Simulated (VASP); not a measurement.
A VASP calculation is set up with these files.

POSCAR:
```
TiCo
1
    3.0498000000     0.0000000000     0.0000000000
    0.0000000000     3.0498000000     0.0000000000
    0.0000000000     0.0000000000     3.0498000000
Ti Co
1 1
Direct
  0.0000000000   0.0000000000   0.0000000000
  0.5000000000   0.5000000000   0.5000000000
```

### INCAR
```
SYSTEM = TiCo
PREC = Accurate
ENCUT = 400
EDIFF = 1E-6
NELM = 100
ALGO = Normal
LREAL = .FALSE.
LASPH = .TRUE.
ISMEAR = 1
SIGMA = 0.1
GGA = PE
LMAXMIX = 4
LWAVE = .FALSE.
LCHARG = .FALSE.
ISIF = 2
NBANDS = 8
```

KPOINTS:
```
Automatic mesh
0
Gamma
9 9 9
0 0 0
```

POTCAR, in this order: Ti_sv Co (PBE.64 set). Program: vasp_std.

Output of the run:

standard output:
```
 POSCAR found type information on POSCAR TiCo
 POSCAR found :  2 types and       2 ions
 Reading from existing POTCAR
 Reading from existing POTCAR
 LDA part: xc-table for (Slater+PW92), standard interpolation

 -----------------------------------------------------------------------------
|                                                                             |
|     EEEEEEE  RRRRRR   RRRRRR   OOOOOOO  RRRRRR      ###     ###     ###     |
|     E        R     R  R     R  O     O  R     R     ###     ###     ###     |
|     E        R     R  R     R  O     O  R     R     ###     ###     ###     |
|     EEEEE    RRRRRR   RRRRRR   O     O  RRRRRR       #       #       #      |
|     E        R   R    R   R    O     O  R   R                               |
|     E        R    R   R    R   O     O  R    R      ###     ###     ###     |
|     EEEEEEE  R     R  R     R  OOOOOOO  R     R     ###     ###     ###     |
|                                                                             |
|     The number of bands is not sufficient to hold all electrons. I am       |
|     sorry, but this calculation does not make sense. If you want to         |
|     calculate only selected states, you need to set either EFERMI or        |
|     EREF. EREF specifies around which energy states are supposed to be      |
|     calculated.                                                             |
|     I found NBANDS = 8, NELECT = 21.                                        |
|                                                                             |
|       ---->  I REFUSE TO CONTINUE WITH THIS SICK JOB ... BYE!!! <----       |
|                                                                             |
 -----------------------------------------------------------------------------
```

Task: Read input and log: which fault does this run have?
(A) fractional coordinates stand under the word Cartesian
(B) SIGMA is far too large
(C) NBANDS is too small to hold all electrons
(D) the Γ-only program was given a k-mesh

Result: C, NBANDS is too small to hold all electrons. VASP stops with an error: The number of bands is not sufficient to hold all electrons. I am sorry, but this calculation does not make sense. If you want to calculate only selected states, you need to set either EFERMI or EREF. EREF specifies around which energy states are supposed to be calculated. I found NBANDS = 8, NELECT = 21. ----> I REFUSE TO CONTINUE WITH THIS SICK JOB ... BYE!!! <----

To mend it, remove NBANDS.

The mended run (PBE GGA, plane waves, VASP's PBE PAW potentials (set 64)) converges, and its OSZICAR ends with
```
   1 F= -.15533970E+02 E0= -.15532073E+02  d E =-.568977E-02
```

The compound is TiCo in the CsCl type structure. The cell was not relaxed at this level. The run is not spin-polarised, so no magnetic state was tried. The electron count is odd and the run is not spin-polarised, which forces a metal.
